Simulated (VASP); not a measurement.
Given:

```
PbO2
1.0
    4.99368     0.00000     0.00000
    0.00000     4.99368     0.00000
    0.00000     0.00000     3.41684
Pb O
2 4
Direct
  0.00000   0.00000   0.00000
  0.50000   0.50000   0.50000
  0.30741   0.30741   0.00000
  0.80741   0.19259   0.50000
  0.19259   0.80741   0.50000
  0.69259   0.69259   0.00000
```

Level of theory: revTPSS meta-GGA, VASP's PBE PAW potentials (set 64) (plane waves; VASP). Numerical set-up: 520 eV cut-off, 4×4×6 Γ-centred mesh, Gaussian smearing of 0.050 eV, potentials Pb_d O.

Energy and stress use the plane-wave basis of the starting cell.

Q: The ions, cell shape and volume are relaxed. Give the cell that the relaxation ends in.

A: 
```
PbO2
1.0
    5.03102     0.00000     0.00000
    0.00000     5.03102     0.00000
    0.00000     0.00000     3.44776
Pb O
2 4
Direct
  0.00000   0.00000   0.00000
  0.50000   0.50000   0.50000
  0.30757   0.30757   0.00000
  0.80757   0.19243   0.50000
  0.19243   0.80757   0.50000
  0.69243   0.69243   0.00000
```
Space group P4_2/mnm (136), at a tolerance of 0.03 Å.

Q: How do energy and volume change from the first to the last step?

A: The energy (σ→0) changes by -3.9 meV/atom and the volume by +2.4 %, in 5 ionic steps.

The compound is PbO2 in the rutile structure. This run relaxes it. Symmetry was kept, so distortions that lower it aren't found.
